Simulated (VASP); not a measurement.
Output of a VASP run:

OUTCAR:
```
 ion  position               nearest neighbor table
   1  0.333  0.667  0.250-   4 2.38   5 2.38   4 2.38   5 2.38   4 2.38   5 2.38
   2  0.667  0.333  0.750-   3 2.38   6 2.38   3 2.38   6 2.38   3 2.38   6 2.38
   3  0.333  0.667  0.888-   2 2.38   2 2.38   2 2.38
   4  0.667  0.333  0.388-   1 2.38   1 2.38   1 2.38
   5  0.667  0.333  0.112-   1 2.38   1 2.38   1 2.38
   6  0.333  0.667  0.612-   2 2.38   2 2.38   2 2.38
  LATTYP: Found a hexagonal cell.
 ALAT       =     3.0755423660
 C/A-ratio  =     3.7088800619
 Subroutine PRICEL returns:
 Original cell was already a primitive cell.
 Subroutine GETGRP returns: Found 24 space group operations
The static configuration has the point symmetry D_3d.
 The point group associated with its full space group is D_6h.
The dynamic configuration has the point symmetry D_3d.
 Subroutine INISYM returns: Found 24 space group operations
 Subroutine IBZKPT returns following result:
 Found     20 irreducible k-points:

 Following reciprocal coordinates:
            Coordinates               Weight
  0.000000  0.000000  0.000000      1.000000
  0.125000 -0.000000  0.000000      6.000000
  0.250000 -0.000000  0.000000      6.000000
  0.375000 -0.000000  0.000000      6.000000
  0.500000 -0.000000  0.000000      3.000000
  0.125000  0.125000  0.000000      6.000000
  0.250000  0.125000  0.000000     12.000000
  0.375000  0.125000  0.000000     12.000000
  0.250000  0.250000  0.000000      6.000000
  0.375000  0.250000  0.000000      6.000000
  0.000000  0.000000  0.500000      1.000000
  0.125000 -0.000000  0.500000      6.000000
  0.250000 -0.000000  0.500000      6.000000
  0.375000 -0.000000  0.500000      6.000000
  0.500000 -0.000000  0.500000      3.000000
  0.125000  0.125000  0.500000      6.000000
  0.250000  0.125000  0.500000     12.000000
  0.375000  0.125000  0.500000     12.000000
  0.250000  0.250000  0.500000      6.000000
  0.375000  0.250000  0.500000      6.000000
   k-points           NKPTS =     20   k-points in BZ     NKDIM =     20   number of bands    NBANDS=     31
   number of dos      NEDOS =    301   number of ions     NIONS =      6
   total plane-waves  NPLWV =  48384
   dimension x,y,z NGX =    24 NGY =   24 NGZ =   84
   dimension x,y,z NGXF=    48 NGYF=   48 NGZF=  168
   ions per type =               2   4
   PREC   = accura    normal or accurate (medium, high low for compatibility)
   ISTART =      0    job   : 0-new  1-cont  2-samecut
   ICHARG =      2    charge: 1-file 2-atom 10-const
   ISPIN  =      1    spin polarized calculation?
   LNONCOLLINEAR =      F non collinear calculations
   LSORBIT =      F    spin-orbit coupling
   INIWAV =      1    electr: 0-lowe 1-rand  2-diag
   ENCUT  =  500.0 eV  36.75 Ry    6.06 a.u.   5.61  5.61 20.80*2*pi/ulx,y,z
   NELM   =    100;   NELMIN=  2; NELMDL= -5     # of ELM steps
   EDIFF  = 0.1E-05   stopping-criterion for ELM
   LREAL  =      F    real-space projection
   NLSPLINE    = F    spline interpolate recip. space projectors
   LMAXMIX     =    6 max onsite mixed and CHGCAR
   VOSKOWN=      0    Vosko Wilk Nusair interpolation
   EDIFFG = -.2E-01   stopping-criterion for IOM
   NSW    =     40    number of steps for IOM
   NBLOCK =      1;   KBLOCK =     40    inner block; outer block
   IBRION =      2    ionic relax: 0-MD 1-quasi-New 2-CG
   NFREE  =      1    steps in history (QN), initial steepest desc. (CG)
   ISIF   =      3    stress and relaxation
   ISYM   =      2    0-nonsym 1-usesym 2-fastsym
   TEIN   =    0.0    initial temperature
   TEBEG  =    0.0;   TEEND  =   0.0 temperature during run
   SMASS  =  -3.00    Nose mass-parameter (am)
   PSTRESS=  100.0 pullay stress
   NELECT =      52.0000    total number of electrons
   EFERMI =   0.00;   METHOD = LEGACY
   ISMEAR =     0;   SIGMA  =   0.05  broadening in eV -4-tet -1-fermi 0-gaus
   IALGO  =     38    algorithm
   LDIAG  =      T    sub-space diagonalisation (order eigenvalues)
   IMIX   =      4    mixing-type and parameters
     AMIX     =   0.40;   BMIX     =  1.00
...
```

OSZICAR:
```
       N       E                     dE             d eps       ncg     rms          rms(c)
DAV:   1     0.526522917457E+03    0.52652E+03   -0.28448E+04  1336   0.166E+03
DAV:   2    -0.178730986013E+02   -0.54440E+03   -0.53328E+03  1471   0.461E+02
DAV:   3    -0.516916459359E+02   -0.33819E+02   -0.33181E+02  1572   0.104E+02
DAV:   4    -0.525368051751E+02   -0.84516E+00   -0.84241E+00  1495   0.169E+01
DAV:   5    -0.525579793040E+02   -0.21174E-01   -0.21164E-01  1591   0.256E+00    0.434E+01
DAV:   6    -0.505566524635E+02    0.20013E+01   -0.98173E+00  1457   0.191E+01    0.190E+01
DAV:   7    -0.503333972898E+02    0.22326E+00   -0.34191E+00  1468   0.837E+00    0.622E+00
DAV:   8    -0.502073069450E+02    0.12609E+00   -0.66917E-01  1521   0.475E+00    0.247E+00
DAV:   9    -0.502092999127E+02   -0.19930E-02   -0.67359E-02  1591   0.128E+00    0.122E+00
DAV:  10    -0.502056454402E+02    0.36545E-02   -0.34389E-02  1544   0.116E+00    0.385E-01
DAV:  11    -0.502053768211E+02    0.26862E-03   -0.27917E-03  1498   0.321E-01    0.861E-02
DAV:  12    -0.502053773291E+02   -0.50808E-06   -0.17740E-04  1539   0.849E-02    0.647E-02
DAV:  13    -0.502053810019E+02   -0.36727E-05   -0.16158E-05  1368   0.245E-02    0.248E-02
DAV:  14    -0.502053793419E+02    0.16600E-05   -0.45194E-06  1277   0.120E-02    0.149E-02
DAV:  15    -0.502053790425E+02    0.29939E-06   -0.20061E-06  1096   0.894E-03
   1 F= -.44373238E+02 E0= -.44373238E+02  d E =-.443732E+02
```

**OUTCAR**
```
------------------------ aborting loop because EDIFF is reached ----------------------------------------
  FORCE on cell =-STRESS in cart. coord.  units (eV):
  Direction    XX          YY          ZZ          XY          YZ          ZX
  --------------------------------------------------------------------------------------
  Total        5.8671303      5.8671301      5.7447480      0.0000000      0.0000000      0.0000000
  in kB      100.5999467    100.5999432     98.5015354      0.0000000      0.0000000      0.0000000
  external PRESSURE =      -0.0995249 kB  Pullay stress =     100.0000000 kB
  volume of cell :       93.44
      direct lattice vectors                 reciprocal lattice vectors
     1.537771203 -2.663497808  0.000000000     0.325145899 -0.187723075  0.000000000
     1.537771203  2.663497808  0.000000000     0.325145899  0.187723075  0.000000000
     0.000000000  0.000000000 11.406817761     0.000000000  0.000000000  0.087666869
 POSITION                                       TOTAL-FORCE (eV/Angst)
 -----------------------------------------------------------------------------------
      1.53777      0.88783      2.85170        -0.000000     -0.000000      0.000000
      1.53777     -0.88783      8.55511         0.000000     -0.000000      0.000000
      1.53777      0.88783     10.13358        -0.000000      0.000000     -0.013547
      1.53777     -0.88783      4.43017         0.000000     -0.000000     -0.013547
      1.53777     -0.88783      1.27324        -0.000000      0.000000      0.013547
      1.53777      0.88783      6.97665         0.000000     -0.000000      0.013547
 -----------------------------------------------------------------------------------
    total drift:                                0.000135      0.001082     -0.000036
  FREE ENERGIE OF THE ION-ELECTRON SYSTEM (eV)
  ---------------------------------------------------
  free  energy   TOTEN  =       -50.2053790425 eV

  energy  without entropy=      -50.2053790425  energy(sigma->0) =      -50.20537904
  enthalpy is  TOTEN    =       -44.3732384603 eV   P V=        5.8321405822

 reached required accuracy - stopping structural energy minimisation
```
(Selected blocks of OUTCAR.)

File POSCAR:
```
WS2
1
    1.5377712031    -2.6634978078    -0.0000000000
    1.5377712031     2.6634978078     0.0000000000
    0.0000000000     0.0000000000    11.4068177610
W S
2 4
Direct
  0.3333330000   0.6666670000   0.2500000000
  0.6666670000   0.3333330000   0.7500000000
  0.3333330000   0.6666670000   0.8883790156
  0.6666670000   0.3333330000   0.3883790156
  0.6666670000   0.3333330000   0.1116209844
  0.3333330000   0.6666670000   0.6116209844
```

Question: Reconstruct the remaining input files.

Answer: This is not unique; one that fits is the input of the run itself, PBEsol GGA, plane waves, VASP's PBE PAW potentials (set 64).

### KPOINTS
```
kpoints
0
Gamma
  8 8 2
```

### INCAR
```
# general
SYSTEM  = WS2
PREC    = Accurate
ENCUT   = 500
LREAL   = F
LASPH   = T

# electronic loop
EDIFF   = 1E-6
NELM    = 100
ALGO    = Normal
LMAXMIX = 6

# smearing
ISMEAR  = 0
SIGMA   = 0.05

# functional
GGA     = PS

# ions
IBRION  = 2
NSW     = 40
ISIF    = 3
EDIFFG  = -0.02
PSTRESS = 100

# output
LWAVE   = F
LCHARG  = F
```

POTCAR, in this order: W_sv S (PBE.64 set). Program: vasp_std.

Without a dispersion term in the relaxation, distances and binding between the weakly bound layers, chains or molecules are unreliable, and so is what depends on them.

The compound is WS2 in the 2H layered structure. It was relaxed first under an external pressure of 10 GPa.
